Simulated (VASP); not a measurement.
# Mg3Zr (Pm-3m) in VASP: further runs

The runs below take Mg3Zr through single point, with LDA.

Program: VASP 6.6.1. These are calculated values, not measurements. Logs are shortened: lines on timing, memory, paths and dates and some standing lists are left out, and cuts for length are marked.

### Step 1. Starting point

The structure is cubic, space group Pm-3m (No. 221). Conventional cell: a = 4.442 Å, b = 4.442 Å, c = 4.442 Å, α = 90.00°, β = 90.00°, γ = 90.00°. Mg (site symmetry 4/mmm) is surrounded by 8 Mg at 3.14 Å and 4 Zr at 3.14 Å. Around Zr (site symmetry m-3m) lie 12 Mg at 3.14 Å.

The cell comes from a database or a generator and needn't be the stable form of this composition.

### Step 2. Single point, LDA

INCAR reads:

```
PREC     = Accurate       # precision mode
ENCUT    = 520            # plane-wave cutoff, eV
EDIFF    = 1E-7           # SCF threshold, eV
ISMEAR   = 0              # smearing method
SIGMA    = 0.1            # smearing width, eV
LREAL    = False          # projectors in reciprocal space
LASPH    = True           # aspherical terms in the spheres
NELM     = 100            # most SCF steps
ALGO     = Normal         # electronic algorithm
ISIF     = 2              # what is computed and relaxed
LWAVE    = False          # write WAVECAR
LCHARG   = False          # write CHGCAR
NBANDS   = 17             # bands
```

KPOINTS reads:

```
Automatic mesh
0
Gamma
  5 5 5
```

POSCAR reads:

```
Mg3Zr
1.0
    4.4422050000      0.0000000000      0.0000000000
    0.0000000000      4.4422050000      0.0000000000
    0.0000000000      0.0000000000      4.4422050000
Mg Zr
3 1
Direct
    0.5000000000      0.5000000000      0.0000000000
    0.5000000000      0.0000000000      0.5000000000
    0.0000000000      0.5000000000      0.5000000000
    0.0000000000      0.0000000000      0.0000000000
```

Potentials or basis: VASP PAW LDA potentials, release 64 (Mg, Zr_sv).

On the command line:

```sh
cat potpaw_LDA.64/Mg/POTCAR potpaw_LDA.64/Zr_sv/POTCAR > POTCAR
mpirun -np 1 vasp_std > vasp.out
```

OUTCAR:

```text
PREC = Accurate
   ENCUT = 520
   EDIFF = 1E-7
   ISMEAR = 0
   LREAL = False
   LASPH = True
   NELM = 100
   ISIF = 2

 ion  position               nearest neighbor table
   1  0.500  0.500  0.000-   2 3.14   3 3.14   4 3.14   2 3.14   3 3.14   2 3.14   4 3.14   2 3.14
                             3 3.14   4 3.14   3 3.14   4 3.14
   2  0.500  0.000  0.500-   1 3.14   3 3.14   4 3.14   1 3.14   4 3.14   1 3.14   3 3.14   1 3.14
                             3 3.14   4 3.14   4 3.14   3 3.14
   3  0.000  0.500  0.500-   1 3.14   2 3.14   4 3.14   1 3.14   4 3.14   2 3.14   4 3.14   4 3.14
                             1 3.14   2 3.14   1 3.14   2 3.14
   4  0.000  0.000  0.000-   1 3.14   2 3.14   3 3.14   2 3.14   3 3.14   1 3.14   3 3.14   3 3.14
                             1 3.14   2 3.14   2 3.14   1 3.14

  LATTYP: Found a simple cubic cell.
 ALAT       =     4.4422050000

  Lattice vectors:

 A1 = (   4.4422050000,   0.0000000000,   0.0000000000)
 A2 = (   0.0000000000,   4.4422050000,   0.0000000000)
 A3 = (   0.0000000000,   0.0000000000,   4.4422050000)

Analysis of symmetry for initial positions (statically):
=====================================================================
 Subroutine PRICEL returns:
 Original cell was already a primitive cell.

 Routine SETGRP: Setting up the symmetry group for a
 simple cubic supercell.

 Subroutine GETGRP returns: Found 48 space group operations
 (whereof 48 operations were pure point group operations)
 out of a pool of 48 trial point group operations.

The static configuration has the point symmetry O_h .

Analysis of symmetry for dynamics (positions and initial velocities):
=====================================================================
 Subroutine PRICEL returns:
 Original cell was already a primitive cell.

 Routine SETGRP: Setting up the symmetry group for a
 simple cubic supercell.

 Subroutine GETGRP returns: Found 48 space group operations
 (whereof 48 operations were pure point group operations)
 out of a pool of 48 trial point group operations.

The dynamic configuration has the point symmetry O_h .

 Subroutine INISYM returns: Found 48 space group operations
 (whereof 48 operations are pure point group operations),
 and found     1 'primitive' translations

----------------------------------------------------------------------------------------

                                     Primitive cell

  volume of cell :      87.6589

[... 81 lines left out ...]
   IBRION =     -1    ionic relax: 0-MD 1-quasi-New 2-CG
   NFREE  =      0    steps in history (QN), initial steepest desc. (CG)
   ISIF   =      2    stress and relaxation
   ISYM   =      2    0-nonsym 1-usesym 2-fastsym
   POTIM  = 0.5000    time-step for ionic-motion
   TEBEG  =    0.0;   TEEND  =   0.0 temperature during run
   PSTRESS=    0.0 pullay stress
   NELECT =      18.0000    total number of electrons
   NUPDOWN=      -1.0000    fix difference up-down
   EMIN   =  10.00;   EMAX   =-10.00  energy-range for DOS
   EFERMI =   0.00;   METHOD = LEGACY
   ISMEAR =     0;   SIGMA  =   0.10  broadening in eV -4-tet -1-fermi 0-gaus
   EFERMI_NEDOS =   21; number of points for ismear=-14 and -15
   IALGO  =     38    algorithm
   IMIX   =      4    mixing-type and parameters
     AMIX     =   0.40;   BMIX     =  1.00
     AMIX_MAG =   1.60;   BMIX_MAG =  1.00
  volume/ion in A,a.u.               =      21.91       147.89
  Fermi-wavevector in a.u.,A,eV,Ry     =   0.965829  1.825153 12.691873  0.932826
  Thomas-Fermi vector in A             =   2.095579
   LORBIT       =      0    0 simple, 1 ext, 2 COOP (PROOUT), +10 PAW based schemes
   GGA     = CA    functional components
   LHFCALC =     F    Hartree Fock is set to
   AEXX    =    0.0000 exact exchange contribution
   IVDW    =     0    specifies the selected vdW correction
   LEPSILON=     F    determine dielectric tensor
   LRPA    =     F    only Hartree local field effects (RPA)
 non-spin polarized calculation
 Gauss-broadening in eV      SIGMA  =   0.10
  energy-cutoff  :      520.00
  volume of cell :       87.66
 maximum number of plane-waves:      2373
 NGX is ok and might be reduce to    36
   NGX = 17   NGY = 17   NGZ = 17

 number of electron      18.0000001 magnetization

 Free energy of the ion-electron system (eV)
  ---------------------------------------------------
  ext. energy  EPLUGINS =         0.00000000
  ---------------------------------------------------
  free energy    TOTEN  =       -14.63902985 eV

  energy without entropy =      -14.61563913  energy(sigma->0) =      -14.62733449

 E-fermi :   3.9621     XC(G=0):  -9.5612

 val. band max:        3.8821470242   @ k =   0.4000   0.4000   0.2000
 cond. band min:       4.0225163288   @ k =   0.4000   0.2000   0.2000
 fundamental gap:      0.1403693046
 Fermi energy:         3.9621225546

 k-point     1 :       0.0000    0.0000    0.0000
  band No.  band energies     occupation
      1     -44.7047      2.00000
      2     -22.8691      2.00000
      3     -22.8691      2.00000
      4     -22.8691      2.00000
      5      -2.4484      2.00000
      6       2.7608      2.00000
[... 177 lines left out ...]
      4     -22.8826      2.00000
      5       0.8891      2.00000
      6       1.8677      2.00000
[... 9 lines left out ...]
     16       8.5578      0.00000
     17       8.8191      0.00000

------------------------ aborting loop because EDIFF is reached ----------------------------------------

  FORCE on cell =-STRESS in cart. coord.  units (eV):
  Direction    XX          YY          ZZ          XY          YZ          ZX
  --------------------------------------------------------------------------------------
  -------------------------------------------------------------------------------------
  Total       -1.7138959     -1.7138959     -1.7138959      0.0000000      0.0000000     -0.0000000
  in kB      -31.3255888    -31.3255888    -31.3255888      0.0000000      0.0000000     -0.0000000
  external PRESSURE =     -31.3255888 kB  Pullay stress =       0.0000000 kB

 VOLUME and BASIS-vectors are now :
 -----------------------------------------------------------------------------
  energy-cutoff  :      520.00
  volume of cell :       87.66
      direct lattice vectors                 reciprocal lattice vectors
     4.442205000  0.000000000  0.000000000     0.225113429  0.000000000  0.000000000
     0.000000000  4.442205000  0.000000000     0.000000000  0.225113429  0.000000000
     0.000000000  0.000000000  4.442205000     0.000000000  0.000000000  0.225113429

 POSITION                                       TOTAL-FORCE (eV/Angst)
 -----------------------------------------------------------------------------------
      2.22110      2.22110      0.00000         0.000000      0.000000      0.000000
      2.22110      0.00000      2.22110         0.000000      0.000000      0.000000
      0.00000      2.22110      2.22110         0.000000      0.000000      0.000000
      0.00000      0.00000      0.00000         0.000000      0.000000      0.000000
 -----------------------------------------------------------------------------------
    total drift:                                0.000000     -0.000000     -0.000000

  FREE ENERGIE OF THE ION-ELECTRON SYSTEM (eV)
  ---------------------------------------------------
  free  energy   TOTEN  =       -14.6390298482 eV

  energy  without entropy=      -14.6156391257  energy(sigma->0) =      -14.62733449
```

OSZICAR:

```text
N       E                     dE             d eps       ncg     rms          rms(c)
DAV:   1     0.853404776785E+02    0.85340E+02   -0.76354E+03   340   0.917E+02
DAV:   2    -0.111422070160E+02   -0.96483E+02   -0.93127E+02   470   0.204E+02
DAV:   3    -0.152055518702E+02   -0.40633E+01   -0.40125E+01   556   0.346E+01
DAV:   4    -0.152581221212E+02   -0.52570E-01   -0.52525E-01   412   0.431E+00
DAV:   5    -0.152596391089E+02   -0.15170E-02   -0.15168E-02   539   0.499E-01    0.747E+00
DAV:   6    -0.147182154181E+02    0.54142E+00   -0.17007E+00   381   0.675E+00    0.220E+00
DAV:   7    -0.146616307875E+02    0.56585E-01   -0.98652E-02   408   0.165E+00    0.119E+00
DAV:   8    -0.146395369415E+02    0.22094E-01   -0.34692E-02   439   0.902E-01    0.245E-01
DAV:   9    -0.146390711019E+02    0.46584E-03   -0.15137E-03   401   0.301E-01    0.494E-02
DAV:  10    -0.146390327338E+02    0.38368E-04   -0.87294E-05   463   0.597E-02    0.908E-03
DAV:  11    -0.146390300457E+02    0.26881E-05   -0.69701E-06   412   0.204E-02    0.422E-03
DAV:  12    -0.146390298496E+02    0.19614E-06   -0.10002E-06   398   0.610E-03    0.687E-04
DAV:  13    -0.146390298482E+02    0.13927E-08   -0.38628E-08   225   0.134E-03
   1 F= -.14639030E+02 E0= -.14627334E+02  d E =-.233907E-01
```

Wall time 16 s (1 thread of Intel Xeon Platinum 8488C (Sapphire Rapids), shared host); peak memory 0.17 GiB.

What came out:

```
Free energy            : -14.6390 eV
Pressure               : -3.1 GPa
Band gap on the k mesh : none (metal or under the smearing width)
```

Levels at points of the mesh, in eV from the Fermi level:
```
           k point  band 5  band 6  band 7  band 8  band 9  band 10  band 11  band 12
(0.00, 0.00, 0.00)   -6.41   -1.20   -1.20    0.80    0.80     0.80     1.05     1.05
```

### Step 3. Single point, LDA

INCAR reads:

```
SYSTEM = Mg3Zr
ALGO     = Fast           ! electronic algorithm
EDIFF    = 1E-6           ! SCF threshold, eV
ENCUT    = 520            ! plane-wave cutoff, eV
ISIF     = 2              ! what is computed and relaxed
ISMEAR   = 0              ! smearing method
LASPH    = .True.         ! aspherical terms in the spheres
LCHARG   = .False.        ! write CHGCAR
LREAL    = .False.        ! projectors in reciprocal space
LWAVE    = .False.        ! write WAVECAR
NBANDS   = 17             ! bands
NELM     = 100            ! most SCF steps
PREC     = Accurate       ! precision mode
SIGMA    = 0.1            ! smearing width, eV
```

KPOINTS reads:

```
k-points
0
Gamma
  5 5 5
  0 0 0
```

POSCAR is that of step 2.

Potentials or basis: VASP PAW LDA potentials, release 64 (Mg, Zr_sv).

On the command line:

```sh
cat potpaw_LDA.64/Mg/POTCAR potpaw_LDA.64/Zr_sv/POTCAR > POTCAR
mpirun -np 1 vasp_std > vasp.out
```

OUTCAR:

```text
SYSTEM = Mg3Zr
   EDIFF = 1E-6
   ENCUT = 520
   ISIF = 2
   ISMEAR = 0
   LASPH = .True.
   LREAL = .False.
   NELM = 100
   PREC = Accurate

 ion  position               nearest neighbor table
   1  0.500  0.500  0.000-   2 3.14   3 3.14   4 3.14   2 3.14   3 3.14   2 3.14   4 3.14   2 3.14
                             3 3.14   4 3.14   3 3.14   4 3.14
   2  0.500  0.000  0.500-   1 3.14   3 3.14   4 3.14   1 3.14   4 3.14   1 3.14   3 3.14   1 3.14
                             3 3.14   4 3.14   4 3.14   3 3.14
   3  0.000  0.500  0.500-   1 3.14   2 3.14   4 3.14   1 3.14   4 3.14   2 3.14   4 3.14   4 3.14
[... 390 lines left out ...]
  --------------------------------------------------------------------------------------
  -------------------------------------------------------------------------------------
  Total       -1.7143215     -1.7143215     -1.7143215      0.0000000      0.0000000     -0.0000000
  in kB      -31.3333672    -31.3333672    -31.3333672      0.0000000      0.0000000     -0.0000000
  external PRESSURE =     -31.3333672 kB  Pullay stress =       0.0000000 kB

 VOLUME and BASIS-vectors are now :
 -----------------------------------------------------------------------------
  energy-cutoff  :      520.00
  volume of cell :       87.66
      direct lattice vectors                 reciprocal lattice vectors
     4.442205000  0.000000000  0.000000000     0.225113429  0.000000000  0.000000000
     0.000000000  4.442205000  0.000000000     0.000000000  0.225113429  0.000000000
     0.000000000  0.000000000  4.442205000     0.000000000  0.000000000  0.225113429

 POSITION                                       TOTAL-FORCE (eV/Angst)
 -----------------------------------------------------------------------------------
      2.22110      2.22110      0.00000         0.000000      0.000000      0.000000
      2.22110      0.00000      2.22110         0.000000      0.000000      0.000000
      0.00000      2.22110      2.22110         0.000000      0.000000      0.000000
      0.00000      0.00000      0.00000         0.000000      0.000000      0.000000
 -----------------------------------------------------------------------------------
    total drift:                                0.000000     -0.000000     -0.000000

  FREE ENERGIE OF THE ION-ELECTRON SYSTEM (eV)
  ---------------------------------------------------
  free  energy   TOTEN  =       -14.6390295790 eV

  energy  without entropy=      -14.6156384190  energy(sigma->0) =      -14.62733400
```

Run time: 20 s. Hardware: 1 thread of Intel Xeon Platinum 8488C (Sapphire Rapids), shared host; peak memory 0.17 GiB.

What came out:

```yaml
Free_energy: -14.6390 eV
Pressure: -3.1 GPa
Band_gap_on_the_k_mesh: none (metal or under the smearing width)
```

Levels at points of the mesh, in eV from the Fermi level:
| k point | band 6 | band 7 | band 8 | band 9 | band 10 | band 11 |
| --- | --- | --- | --- | --- | --- | --- |
| (0.00, 0.00, 0.00) | -1.20 | -1.20 | 0.80 | 0.80 | 0.80 | 1.05 |
